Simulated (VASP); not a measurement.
Output of a VASP run:

File OSZICAR:
```
       N       E                     dE             d eps       ncg     rms          rms(c)
DAV:   1     0.382323996190E+02    0.38232E+02   -0.37699E+03   792   0.884E+02
DAV:   2    -0.665373001479E+01   -0.44886E+02   -0.43855E+02  1052   0.122E+02
DAV:   3    -0.825002202804E+01   -0.15963E+01   -0.15758E+01  1019   0.286E+01
DAV:   4    -0.826408917992E+01   -0.14067E-01   -0.14064E-01   949   0.294E+00
DAV:   5    -0.826420279232E+01   -0.11361E-03   -0.11361E-03   896   0.280E-01    0.298E+00
DAV:   6    -0.826461020839E+01   -0.40742E-03   -0.18117E-03   923   0.396E-01    0.180E+00
DAV:   7    -0.826497408291E+01   -0.36387E-03   -0.48061E-03   809   0.620E-01    0.834E-02
DAV:   8    -0.826509598439E+01   -0.12190E-03   -0.13620E-04   939   0.923E-02    0.162E-02
DAV:   9    -0.826511401323E+01   -0.18029E-04   -0.20430E-05   832   0.346E-02    0.355E-03
DAV:  10    -0.826511566869E+01   -0.16555E-05   -0.14822E-06   802   0.876E-03    0.818E-04
DAV:  11    -0.826511570811E+01   -0.39419E-07   -0.12413E-07   407   0.278E-03
   1 F= -.92223260E+01 E0= -.92223260E+01  d E =-.922233E+01
       N       E                     dE             d eps       ncg     rms          rms(c)
DAV:   1    -0.826532723950E+01   -0.21157E-03   -0.17235E-03   892   0.273E-01    0.164E-02
DAV:   2    -0.826532540467E+01    0.18348E-05   -0.51652E-05   874   0.548E-02    0.909E-03
DAV:   3    -0.826532372616E+01    0.16785E-05   -0.91361E-06   993   0.183E-02    0.212E-03
DAV:   4    -0.826532388307E+01   -0.15691E-06   -0.89805E-07   408   0.723E-03
   2 F= -.92224293E+01 E0= -.92224293E+01  d E =-.103298E-03
       N       E                     dE             d eps       ncg     rms          rms(c)
DAV:   1    -0.826545981781E+01   -0.13609E-03   -0.15605E-03   891   0.260E-01    0.156E-02
DAV:   2    -0.826545813547E+01    0.16823E-05   -0.46807E-05   875   0.521E-02    0.873E-03
DAV:   3    -0.826545664696E+01    0.14885E-05   -0.84155E-06   986   0.176E-02    0.203E-03
DAV:   4    -0.826545679843E+01   -0.15147E-06   -0.83199E-07   403   0.695E-03
   3 F= -.92224641E+01 E0= -.92224641E+01  d E =-.138080E-03
```

OUTCAR:
```
------------------------ aborting loop because EDIFF is reached ----------------------------------------
 Edisp (eV)   -0.95701
  FORCE on cell =-STRESS in cart. coord.  units (eV):
  Direction    XX          YY          ZZ          XY          YZ          ZX
  --------------------------------------------------------------------------------------
  Total       0.01133     0.01205     0.01197     0.00000    -0.00000    -0.00024
  in kB       0.30398     0.32338     0.32125     0.00000    -0.00000    -0.00643
  external pressure =        0.32 kB  Pullay stress =        0.00 kB
  volume of cell :       59.69
      direct lattice vectors                 reciprocal lattice vectors
     3.883499081 -2.164758551 -0.030391490     0.127982249 -0.230972641 -0.098088433
     3.883499081  2.164758551 -0.030391490     0.127982249  0.230972641 -0.098088433
     2.704662993  0.000000000  3.528946717     0.002204381  0.000000000  0.281681185
 POSITION                                       TOTAL-FORCE (eV/Angst)
 -----------------------------------------------------------------------------------
      2.47184      0.00000      0.81866         0.000378      0.000000      0.000125
      7.99983      0.00000      2.64950        -0.000378     -0.000000     -0.000125
 -----------------------------------------------------------------------------------
    total drift:                               -0.000000     -0.000000      0.000000
  FREE ENERGIE OF THE ION-ELECTRON SYSTEM (eV)
  ---------------------------------------------------
  free  energy   TOTEN  =        -9.2224641174 eV

  energy  without entropy=       -9.2224641040  energy(sigma->0) =       -9.22246411

 reached required accuracy - stopping structural energy minimisation
```
(Selected blocks of OUTCAR.)

### POSCAR
```
Sb
1
    3.8899905408    -2.1623653871    -0.0267860472
    3.8899905408     2.1623653871    -0.0267860472
    2.7124576683     0.0000000000     3.5286172718
Sb
2
Direct
  0.2362754858   0.2362754858   0.2362754858
  0.7637245142   0.7637245142   0.7637245142
```

Reconstruct the remaining input files.

This is not unique; one that fits is the input of the run itself, PBE GGA with D3 dispersion (Becke-Johnson damping), plane waves, VASP's PBE PAW potentials (set 64).

INCAR:
```
SYSTEM = Sb
PREC = Accurate
ENCUT = 520
EDIFF = 1E-6
NELM = 100
ALGO = Normal
LREAL = .FALSE.
LASPH = .TRUE.
ISMEAR = 0
SIGMA = 0.05
GGA = PE
IVDW = 12
LMAXMIX = 4
LWAVE = .FALSE.
LCHARG = .FALSE.
IBRION = 2
ISIF = 3
NSW = 60
EDIFFG = -0.01
```

KPOINTS:
```
Automatic mesh
0
G
 7 7 7
0 0 0
```

POTCAR, in this order: Sb (PBE.64 set). Program: vasp_std.

The compound is Sb in the a7 structure. This run relaxes it. Symmetry was kept, so distortions that lower it aren't found. The start is the result of an earlier pass.
